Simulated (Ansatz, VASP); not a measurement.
## YS: VASP beside Ansatz

```
CELL_PARAMETERS angstrom
0.00000 2.73033 2.73033
2.73033 0.00000 2.73033
2.73033 2.73033 0.00000
ATOMIC_POSITIONS crystal
Y 0.50000 0.50000 0.50000
S 0.00000 0.00000 0.00000
```

Alike in both runs: task single point; functional PBEsol; k mesh 12 × 12 × 12; occupations fermi-dirac, width 0.1 eV; no spin polarisation.

```csv
,VASP,Ansatz
version,VASP 6.6.1,Ansatz 0.2.0
potentials or method,"VASP PAW PBE potentials, release 64 (Y_sv, S), cutoff 520 eV","all-electron LAPW, scalar-relativistic"
```

```tsv
	VASP	Ansatz	Ansatz less VASP
pressure (GPa)	-0.1	0.0	+0.04
```

Ansatz ran all-electron here, so the differences hold the error of VASP's frozen core and of both bases. Ansatz warned: «optics_on_partly_filled_bands».

Caveats: the PAW data sets were made with another functional, which shifts forces and pressure a little (VASP).
